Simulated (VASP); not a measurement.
A convergence study with VASP on Cr (bcc, AFM order): one setting is varied, all else stays as given below, so the limit is that of these other settings.

```
Cr
1.0
    2.88000     0.00000     0.00000
    0.00000     2.88000     0.00000
    0.00000     0.00000     2.88000
Cr
2
Direct
  0.00000   0.00000   0.00000
  0.50000   0.50000   0.50000
```
Starting moments (μB, in the order of the record's atoms Cr Cr): 1.5 -1.5.

The numbers are results of PBE GGA, VASP's PBE PAW potentials (set 64) (plane waves; VASP 6.6.1), not measurements. The tightest run used: 550 eV cut-off, 22×22×22 Γ-centred mesh, first-order Methfessel-Paxton smearing of 0.10 eV, potentials Cr_pv.

### Question
The settings run are 1×1×1 mesh; 3×3×3 mesh; 4×4×4 mesh; 5×5×5 mesh; 6×6×6 mesh; 7×7×7 mesh; 8×8×8 mesh; 9×9×9 mesh; 10×10×10 mesh; 11×11×11 mesh; 12×12×12 mesh; 13×13×13 mesh; 14×14×14 mesh; 15×15×15 mesh; 16×16×16 mesh; 17×17×17 mesh; 18×18×18 mesh; 19×19×19 mesh; 20×20×20 mesh; 21×21×21 mesh; 22×22×22 mesh. From which on does the stress (every component) stay within 0.2 GPa of the tightest run?

### Answer
From 12×12×12 mesh on: it is off by 0.00 there and by no more than 0.2 in any finer run, while 11×11×11 mesh is off by 0.25.
```csv
setting,E (eV/atom),pressure (GPa),irreducible k-points,difference judged (GPa)
1×1×1 mesh,-13.2801,-38.94,1,36.47
3×3×3 mesh,-9.4659,-6.58,4,4.12
4×4×4 mesh,-9.5598,-10.04,10,7.57
5×5×5 mesh,-9.5197,-1.01,10,1.46
6×6×6 mesh,-9.5326,-3.06,20,0.60
7×7×7 mesh,-9.5229,-2.13,20,0.34
8×8×8 mesh,-9.5278,-2.21,35,0.26
9×9×9 mesh,-9.5272,-2.82,35,0.35
10×10×10 mesh,-9.5282,-2.19,56,0.27
11×11×11 mesh,-9.5313,-2.72,56,0.25
12×12×12 mesh,-9.5298,-2.47,84,0.00
13×13×13 mesh,-9.5296,-2.38,84,0.08
14×14×14 mesh,-9.5296,-2.60,120,0.13
15×15×15 mesh,-9.5293,-2.44,120,0.02
16×16×16 mesh,-9.5289,-2.44,165,0.03
17×17×17 mesh,-9.5295,-2.56,165,0.09
18×18×18 mesh,-9.5298,-2.61,220,0.14
19×19×19 mesh,-9.5295,-2.49,220,0.02
20×20×20 mesh,-9.5298,-2.40,286,0.06
21×21×21 mesh,-9.5293,-2.50,286,0.03
22×22×22 mesh,-9.5293,-2.47,364,0.00
```

Left out are rungs that failed or repeat a setting and relaxations that didn't move; long series are thinned to 24 rows.

The compound is Cr in the bcc, AFM order structure. The cell was not relaxed at this level. The spin order is the one that the start imposed; others were not tried in this run.
